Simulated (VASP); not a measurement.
Level of theory: PBEsol GGA with spin-orbit coupling, VASP's PBE PAW potentials (set 64) (plane waves; VASP).

Input for VASP

**KPOINTS_OPT**
```
k-points along high-symmetry lines
8
Line-mode
Reciprocal
  0.000000   0.000000   0.000000 ! GAMMA
  0.000000   0.500000   0.000000 ! X

  0.000000   0.500000   0.000000 ! X
  0.500000   0.500000   0.000000 ! M

  0.500000   0.500000   0.000000 ! M
  0.000000   0.000000   0.000000 ! GAMMA

  0.000000   0.000000   0.000000 ! GAMMA
  0.500000   0.500000   0.500000 ! R

  0.500000   0.500000   0.500000 ! R
  0.000000   0.500000   0.000000 ! X

  0.500000   0.500000   0.500000 ! R
  0.500000   0.500000   0.000000 ! M
```

**POSCAR**
```
SrTiO3
7.7919550
  0.4999999703   0.0000000000   0.0000000000
  0.0000000000   0.4999999703   0.0000000000
  0.0000000000   0.0000000000   0.4999999703
Sr Ti O
1 1 3
Cartesian
  0.0000000000   0.0000000000   0.0000000000
  0.2499999851   0.2499999851   0.2499999851
  0.2499999851   0.0000000000   0.2499999851
  0.0000000000   0.2499999851   0.2499999851
  0.2499999851   0.2499999851   0.0000000000
```

**INCAR**
```
! general
SYSTEM     = SrTiO3
PREC       = Accurate
ENCUT      = 520
LREAL      = .FALSE.
LASPH      = .TRUE.   ! aspherical one-centre terms

! electronic loop
EDIFF      = 1E-6
NELM       = 100   ! most electronic steps
ALGO       = Normal   ! blocked Davidson
LMAXMIX    = 4   ! l cut-off of mixed one-centre charges

! smearing
ISMEAR     = 0
SIGMA      = 0.05   ! width (eV)

! functional
GGA        = PS
GGA_COMPAT = .FALSE.

! spin
MAGMOM     = 0 0 0 0 0 0 0 0 0 0 0 0 0 0 0
LSORBIT    = .TRUE.

! output
LWAVE      = .FALSE.
LCHARG     = .FALSE.
```

**KPOINTS**
```
Regular mesh
0
gamma
  6 6 6
0 0 0
```

POTCAR, in this order: Sr_sv Ti_sv O (PBE.64 set). Program: vasp_ncl.

**Question.** Estimate the energy per atom (σ→0), band gap (over mesh and band path).

**Answer.** 
```yaml
energy per atom (σ→0): -8.422 eV/atom
band gap (over mesh and band path): 1.80 eV
```

**OSZICAR**
```
...
DAV:  13    -0.421086233871E+02   -0.62519E-04   -0.10121E-03  2624   0.445E-01    0.928E-02
DAV:  14    -0.421085452790E+02    0.78108E-04   -0.51230E-04  2592   0.302E-01    0.229E-02
DAV:  15    -0.421085423321E+02    0.29469E-05   -0.24131E-05  2680   0.523E-02    0.125E-02
DAV:  16    -0.421085416299E+02    0.70223E-06   -0.56146E-06  2528   0.261E-02
   1 F= -.42108542E+02 E0= -.42108542E+02  d E =-.304592E-25  mag=    -0.0000    -0.0000     0.0000
       N       E                     dE             ncg
       N       E                     dE             ncg
       N       E                     dE             ncg
```

The compound is SrTiO3 in the cubic perovskite structure, the ideal cubic form; the compound distorts at low or room temperature. It was relaxed first.
